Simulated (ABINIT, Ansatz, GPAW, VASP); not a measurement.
# BaF2 (Fm-3m, 3 atoms in the cell) computed with different codes at matched settings

Self-consistent single point.

```
BaF2
1.0
    0.00000     3.10000     3.10000
    3.10000     0.00000     3.10000
    3.10000     3.10000     0.00000
Ba F
1 2
Cartesian
  0.00000   0.00000   0.00000
  1.55000   1.55000   1.55000
  4.65000   4.65000   4.65000
```

All programs got the same cell, k-point mesh and kind of occupations (in Ansatz's words: kpoints.mp_grid.grid = 6 6 6; scf.occupations.method = fermi_dirac; scf.occupations.width = 0.01 eV); potentials, basis and cutoffs are each program's usual ones.

```
code                                           model  pressure (GPa)  gap on the mesh (eV)   cutoff
------  --------------------------------------------  --------------  --------------------  -------
Ansatz                        PBE, default PAW files            0.88                 6.851  default
GPAW    PBE, GPAW PAW datasets PBE (gpaw-data 1.0.1)               –                 6.800   950 eV
ABINIT                   PBE, PAW (JTH v2.0 PBE PAW)            1.96                 6.784    48 Ry
VASP         PBE, VASP's PBE PAW potentials (set 64)           -3.67                 6.794   400 eV
```

A dash marks a value that a program does not give, or that is left out as unsure.

Gaps are read on the mesh.

The spread over the programs that give each value: pressure within 5.63 GPa; gap on the mesh within 0.067 eV.

The starting cell has typed, rounded lattice constants, without a prior relaxation at this level.

Q: Why do the programs differ, and what cannot be compared?

A: Differences of this kind can come from the potentials, where these differ, and from what each basis and cutoff leave unconverged. The zero of total energies and Fermi levels follows the potentials and each program's conventions, so they are not compared here. Ansatz's pressure is given at a fixed set of plane waves, as the other plane-wave codes print theirs; with its correction for the finite basis it is 1.27 GPa (the shift of 0.39 GPa shows how far the cutoff is from converged). The pressure of GPAW is left out: its cutoff lies under the one at which its stress was checked.

VASP's run is marked for a possible Pulay error in its stress at this cutoff; no cutoff test was made.

Left out of this page: Quantum ESPRESSO, CP2K, FLEUR and SIESTA (not drawn, or without a comparable value); Elk (unsound by tests on forces, stress, charge or solver warnings).

Ansatz is a quantum-chemistry and plane-wave program.

Keys are those of Ansatz 0.2.
